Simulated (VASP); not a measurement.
# Zn4C3 (Pm-3m) in VASP: a series of runs

One crystal, Zn4C3, is run at these levels: PBE; tasks: relaxation of cell and atoms, single point.

Program: VASP 6.6.1. These are calculated values, not measurements. Logs are shortened: lines on timing, memory, paths and dates and some standing lists are left out, and cuts for length are marked.

### 1 The cell of the first run

The structure is cubic, space group Pm-3m (No. 221). Conventional cell: a = 4.581 Å, b = 4.581 Å, c = 4.581 Å, α = 90.00°, β = 90.00°, γ = 90.00°. Around Zn (site symmetry m-3m) lie 6 C at 2.29 Å. Zn (site symmetry 4/mmm) has 4 C at 2.29 Å as nearest neighbours. Around C (site symmetry 4/mmm) lie 6 Zn at 2.29 Å.

The cell was built by a generator and needn't be a form met in nature.

### 2 Relaxation of cell and atoms, PBE (random cell by space group and Wyckoff sites (Pm-3m, No. 221))

Input file INCAR:

```
PREC     = Accurate       # precision mode
ENCUT    = 600            # plane-wave cutoff, eV
EDIFF    = 1E-6           # SCF threshold, eV
ISMEAR   = 0              # smearing method
SIGMA    = 0.1            # smearing width, eV
LREAL    = False          # projectors in reciprocal space
LASPH    = True           # aspherical terms in the spheres
NELM     = 100            # most SCF steps
ALGO     = Fast           # electronic algorithm
ISIF     = 3              # what is computed and relaxed
LWAVE    = False          # write WAVECAR
LCHARG   = False          # write CHGCAR
GGA      = PE             # functional
IBRION   = 2              # ionic algorithm
NSW      = 90             # ionic steps
EDIFFG   = -0.04          # ionic threshold
```

Input file KPOINTS:

```
Automatic mesh
0
Gamma
  4 4 4
```

Input file POSCAR:

```
Zn4C3
1.0
    4.5811629700      0.0000000000      0.0000000000
    0.0000000000      4.5811629700      0.0000000000
    0.0000000000      0.0000000000      4.5811629700
Zn C
4 3
Direct
    0.5000000000      0.5000000000      0.5000000000
    0.5000000000      0.0000000000      0.0000000000
    0.0000000000      0.5000000000      0.0000000000
    0.0000000000      0.0000000000      0.5000000000
    0.0000000000      0.5000000000      0.5000000000
    0.5000000000      0.0000000000      0.5000000000
    0.5000000000      0.5000000000      0.0000000000
```

Potentials or basis: VASP PAW PBE potentials, release 64 (Zn, C).

Command:

```console
$ cat potpaw_PBE.64/Zn/POTCAR potpaw_PBE.64/C/POTCAR > POTCAR
$ mpirun -np 1 vasp_std > vasp.out
```

OUTCAR:

```text
PREC = Accurate
   ENCUT = 600
   EDIFF = 1E-6
   ISMEAR = 0
   LREAL = False
   LASPH = True
   NELM = 100
   ISIF = 3
   GGA = PE
   IBRION = 2
   NSW = 90
   EDIFFG = -0.04

 ion  position               nearest neighbor table
   1  0.500  0.500  0.500-   5 2.29   6 2.29   7 2.29   7 2.29   6 2.29   5 2.29
   2  0.500  0.000  0.000-   6 2.29   7 2.29   6 2.29   7 2.29
   3  0.000  0.500  0.000-   5 2.29   7 2.29   5 2.29   7 2.29
   4  0.000  0.000  0.500-   5 2.29   6 2.29   5 2.29   6 2.29
   5  0.000  0.500  0.500-   1 2.29   3 2.29   4 2.29   3 2.29   4 2.29   1 2.29
   6  0.500  0.000  0.500-   1 2.29   2 2.29   4 2.29   2 2.29   1 2.29   4 2.29
   7  0.500  0.500  0.000-   1 2.29   2 2.29   3 2.29   1 2.29   2 2.29   3 2.29

  LATTYP: Found a simple cubic cell.
 ALAT       =     4.5811629700

  Lattice vectors:

 A1 = (   4.5811629700,   0.0000000000,   0.0000000000)
 A2 = (   0.0000000000,   4.5811629700,   0.0000000000)
 A3 = (   0.0000000000,   0.0000000000,   4.5811629700)

Analysis of symmetry for initial positions (statically):
=====================================================================
 Subroutine PRICEL returns:
 Original cell was already a primitive cell.

 Routine SETGRP: Setting up the symmetry group for a
 simple cubic supercell.

 Subroutine GETGRP returns: Found 48 space group operations
 (whereof 48 operations were pure point group operations)
 out of a pool of 48 trial point group operations.

The static configuration has the point symmetry O_h .

Analysis of symmetry for dynamics (positions and initial velocities):
=====================================================================
 Subroutine PRICEL returns:
 Original cell was already a primitive cell.

 Routine SETGRP: Setting up the symmetry group for a
 simple cubic supercell.

 Subroutine GETGRP returns: Found 48 space group operations
 (whereof 48 operations were pure point group operations)
 out of a pool of 48 trial point group operations.

The dynamic configuration has the point symmetry O_h .

 Subroutine INISYM returns: Found 48 space group operations
 (whereof 48 operations are pure point group operations),
 and found     1 'primitive' translations

----------------------------------------------------------------------------------------

                                     Primitive cell

  volume of cell :      96.1451

  direct lattice vectors                    reciprocal lattice vectors
     4.581162970  0.000000000  0.000000000     0.218285184  0.000000000  0.000000000
     0.000000000  4.581162970  0.000000000     0.000000000  0.218285184  0.000000000
     0.000000000  0.000000000  4.581162970     0.000000000  0.000000000  0.218285184

  length of vectors
     4.581162970  4.581162970  4.581162970     0.218285184  0.218285184  0.218285184

  position of ions in fractional coordinates (direct lattice)
     0.500000000  0.500000000  0.500000000
     0.500000000  0.000000000  0.000000000
     0.000000000  0.500000000  0.000000000
     0.000000000  0.000000000  0.500000000
     0.000000000  0.500000000  0.500000000
     0.500000000  0.000000000  0.500000000
     0.500000000  0.500000000  0.000000000

  ion indices of the primitive-cell ions
   primitive index   ion index
                 1           1
                 2           2
                 3           3
                 4           4
                 5           5
                 6           6
                 7           7

----------------------------------------------------------------------------------------

 KPOINTS: Automatic mesh

Automatic generation of k-mesh.
 Grid dimensions read from file:
 generate k-points for:    4    4    4

 Generating k-lattice:

  Cartesian coordinates                     Fractional coordinates (reciprocal lattice)
     0.054571296  0.000000000  0.000000000     0.250000000  0.000000000  0.000000000
     0.000000000  0.054571296  0.000000000     0.000000000  0.250000000  0.000000000
     0.000000000  0.000000000  0.054571296     0.000000000  0.000000000  0.250000000

  Length of vectors
     0.054571296  0.054571296  0.054571296

  Shift w.r.t. Gamma in fractional coordinates (k-lattice)
     0.000000000  0.000000000  0.000000000

 Subroutine IBZKPT returns following result:
 ===========================================

 Found     10 irreducible k-points:

 Following reciprocal coordinates:
            Coordinates               Weight
  0.000000  0.000000  0.000000      1.000000
  0.250000  0.000000  0.000000      6.000000
  0.500000  0.000000  0.000000      3.000000
  0.250000  0.250000  0.000000     12.000000
  0.500000  0.250000  0.000000     12.000000
  0.500000  0.500000  0.000000      3.000000
  0.250000  0.250000  0.250000      8.000000
  0.500000  0.250000  0.250000     12.000000
  0.500000  0.500000  0.250000      6.000000
  0.500000  0.500000  0.500000      1.000000
   k-points           NKPTS =     10   k-points in BZ     NKDIM =     10   number of bands    NBANDS=     36
   number of dos      NEDOS =    301   number of ions     NIONS =      7
   total plane-waves  NPLWV =  64000
   dimension x,y,z NGX =    40 NGY =   40 NGZ =   40
   dimension x,y,z NGXF=    80 NGYF=   80 NGZF=   80
   ions per type =               4   3
   NGX,Y,Z   is equivalent  to a cutoff of  14.52, 14.52, 14.52 a.u.
   NGXF,Y,Z  is equivalent  to a cutoff of  29.03, 29.03, 29.03 a.u.
 SYSTEM =  unknown system
   PREC   = accura    normal or accurate (medium, high low for compatibility)
   ISTART =      0    job   : 0-new  1-cont  2-samecut
   ICHARG =      2    charge: 1-file 2-atom 10-const
   ISPIN  =      1    spin polarized calculation?
   LNONCOLLINEAR =      F non collinear calculations
   LSORBIT =      F    spin-orbit coupling
   LASPH  =      T    aspherical Exc in radial PAW
   ENCUT  =  600.0 eV  44.10 Ry    6.64 a.u.   9.15  9.15  9.15*2*pi/ulx,y,z
   NELM   =    100;   NELMIN=  2; NELMDL= -5     # of ELM steps
   EDIFF  = 0.1E-05   stopping-criterion for ELM
   LREAL  =      F    real-space projection
   EDIFFG = -.4E-01   stopping-criterion for IOM
   NSW    =     90    number of steps for IOM
   IBRION =      2    ionic relax: 0-MD 1-quasi-New 2-CG
   NFREE  =      1    steps in history (QN), initial steepest desc. (CG)
   ISIF   =      3    stress and relaxation
   ISYM   =      2    0-nonsym 1-usesym 2-fastsym
   POTIM  = 0.5000    time-step for ionic-motion
   TEBEG  =    0.0;   TEEND  =   0.0 temperature during run
   PSTRESS=    0.0 pullay stress
   NELECT =      60.0000    total number of electrons
   NUPDOWN=      -1.0000    fix difference up-down
   EMIN   =  10.00;   EMAX   =-10.00  energy-range for DOS
   EFERMI =   0.00;   METHOD = LEGACY
   ISMEAR =     0;   SIGMA  =   0.10  broadening in eV -4-tet -1-fermi 0-gaus
   EFERMI_NEDOS =   21; number of points for ismear=-14 and -15
   IALGO  =     68    algorithm
   IMIX   =      4    mixing-type and parameters
     AMIX     =   0.40;   BMIX     =  1.00
     AMIX_MAG =   1.60;   BMIX_MAG =  1.00
  volume/ion in A,a.u.               =      13.74        92.69
  Fermi-wavevector in a.u.,A,eV,Ry     =   1.398995  2.643717 26.629147  1.957187
  Thomas-Fermi vector in A             =   2.522098
   LORBIT       =      0    0 simple, 1 ext, 2 COOP (PROOUT), +10 PAW based schemes
   GGA     = PE    functional components
   LHFCALC =     F    Hartree Fock is set to
   AEXX    =    0.0000 exact exchange contribution
   IVDW    =     0    specifies the selected vdW correction
   LEPSILON=     F    determine dielectric tensor
   LRPA    =     F    only Hartree local field effects (RPA)
 conjugate gradient relaxation of ions
 non-spin polarized calculation
 RMM-DIIS sequential band-by-band and
 Gauss-broadening in eV      SIGMA  =   0.10
  energy-cutoff  :      600.00
  volume of cell :       96.15
 maximum number of plane-waves:      3221
 NGX is ok and might be reduce to    40
   NGX = 19   NGY = 19   NGZ = 19

--------------------------------------- Ionic step        1  -------------------------------------------

 number of electron      59.9999957 magnetization

 Free energy of the ion-electron system (eV)
  ---------------------------------------------------
  ext. energy  EPLUGINS =         0.00000000
  ---------------------------------------------------
  free energy    TOTEN  =       -22.11026643 eV

  energy without entropy =      -22.08717644  energy(sigma->0) =      -22.09872143

------------------------ aborting loop because EDIFF is reached ----------------------------------------

  FORCE on cell =-STRESS in cart. coord.  units (eV):
  Direction    XX          YY          ZZ          XY          YZ          ZX
  --------------------------------------------------------------------------------------
  -------------------------------------------------------------------------------------
  Total       -8.3981280     -8.3981280     -8.3981280     -0.0000000      0.0000000     -0.0000000
  in kB     -139.9477261   -139.9477261   -139.9477261     -0.0000000      0.0000000     -0.0000000
  external PRESSURE =    -139.9477261 kB  Pullay stress =       0.0000000 kB
[... 67 lines left out ...]
  energy  without entropy=      -22.8099412276  energy(sigma->0) =      -22.81720265

--------------------------------------- Ionic step        3  -------------------------------------------

 number of electron      59.9999981 magnetization

 Free energy of the ion-electron system (eV)
  ---------------------------------------------------
  ext. energy  EPLUGINS =         0.00000000
  ---------------------------------------------------
  free energy    TOTEN  =       -22.83597762 eV

  energy without entropy =      -22.82122421  energy(sigma->0) =      -22.82860092

 E-fermi :   3.9089     XC(G=0): -11.7187

 val. band max:        3.6573220155   @ k =   0.2500   0.2500   0.2500
 cond. band min:       3.9403070002   @ k =   0.5000   0.2500   0.0000
 fundamental gap:      0.2829849847
 Fermi energy:         3.9088916779

 k-point     1 :       0.0000    0.0000    0.0000
  band No.  band energies     occupation
      1      -9.9521      2.00000
      2      -7.1766      2.00000
      3      -7.1766      2.00000
      4      -3.9930      2.00000
      5      -3.8743      2.00000
      6      -3.8743      2.00000
[... 413 lines left out ...]
  FREE ENERGIE OF THE ION-ELECTRON SYSTEM (eV)
  ---------------------------------------------------
  free  energy   TOTEN  =       -22.8359776241 eV

  energy  without entropy=      -22.8212242091  energy(sigma->0) =      -22.82860092

 reached required accuracy - stopping structural energy minimisation
```

Wall time 94 s (1 thread of Intel Xeon Platinum 8375C at 2.90GHz (Ice Lake), shared host); peak memory 0.25 GiB.

What came out:

```yaml
Free_energy: -22.8360 eV
Relaxed_volume: 11.70 Å³/atom
Relaxed_cell: a = 4.343 Å, b = 4.343 Å, c = 4.343 Å, α = 90.00°, β = 90.00°, γ = 90.00°
Space_group_after_relaxing_to_0.05_Å: Pm-3m (No. 221)
Energy_gained_by_relaxing: 103.7 meV/atom
Ionic_steps: 3
Pressure_after_relaxing: 0.1 GPa
Band_gap_on_the_k_mesh: none (metal or under the smearing width)
```

Step by step:
```tsv
step	energy change (eV)	largest force (eV/Å)	pressure (GPa)	volume (Å³)
1	0.0000	0.0000	-13.99	96.15
2	-0.7142	0.0000	2.51	80.40
3	-0.7257	0.0000	0.08	81.89
```

Final structure:
```
Zn C
1.0
     4.34251    0.00000    0.00000
     0.00000    4.34251    0.00000
     0.00000    0.00000    4.34251
Zn C
4 3
Direct
  0.50000 0.50000 0.50000
  0.50000 0.00000 0.00000
  0.00000 0.50000 0.00000
  0.00000 0.00000 0.50000
  0.00000 0.50000 0.50000
  0.50000 0.00000 0.50000
  0.50000 0.50000 0.00000
```

Levels at points of the mesh, in eV from the Fermi level:
| k point | band 28 | band 29 | band 30 | band 31 | band 32 | band 33 |
| --- | --- | --- | --- | --- | --- | --- |
| (0.00, 0.00, 0.00) | -1.80 | -1.80 | -1.35 | -0.32 | -0.32 | -0.32 |
| (0.50, 0.00, 0.00) | -2.80 | -2.66 | -2.02 | -0.39 | -0.39 | 1.98 |
| (0.50, 0.50, 0.00) | -2.21 | -2.21 | -2.21 | 1.40 | 1.46 | 1.48 |
| (0.50, 0.50, 0.50) | -2.53 | 1.72 | 1.72 | 1.72 | 1.74 | 1.74 |

### 3 Single point, PBE (random cell by space group and Wyckoff sites (Pm-3m, No. 221))

Input file INCAR:

```
PREC = Accurate
ENCUT = 520
EDIFF = 1E-6
ISMEAR = 0
SIGMA = 0.1
LREAL = False
LASPH = True
NELM = 100
ALGO = Normal
ISIF = 2
LWAVE = False
LCHARG = True
GGA = PE
LELF = True
LVHAR = True
NBANDS = 39
```

Input file KPOINTS:

```
regular mesh
0
Gamma
  4 4 4
```

POSCAR is that of step 2.

Potentials or basis: VASP PAW PBE potentials, release 64 (Zn, C).

Command:

```console
$ cat potpaw_PBE.64/Zn/POTCAR potpaw_PBE.64/C/POTCAR > POTCAR
$ mpirun -np 1 vasp_std > vasp.out
```

Wall time 29 s (1 thread of Intel Xeon Platinum 8375C at 2.90GHz (Ice Lake), shared host); peak memory 0.21 GiB.

Results (log left out):

```
Free energy            : -22.1107 eV
Pressure               : -13.9 GPa
Band gap on the k mesh : none (metal or under the smearing width)
```

Levels at points of the mesh, in eV from the Fermi level:
```tsv
k point	band 26	band 27	band 28	band 29	band 30	band 31	band 32	band 33	band 34	band 35
(0.00, 0.00, 0.00)	-4.37	-1.35	-1.35	-1.35	-1.35	-0.08	-0.08	-0.08	2.39	2.39
(0.50, 0.00, 0.00)	-3.12	-2.42	-2.24	-2.24	-1.90	-0.19	-0.19	1.30	2.79	4.97
(0.50, 0.50, 0.00)	-2.42	-2.42	-1.79	-1.79	-1.77	1.30	1.31	1.59	3.56	4.80
(0.50, 0.50, 0.50)	-4.49	-4.49	-1.67	1.49	1.49	1.49	1.51	1.51	6.34	6.34
```
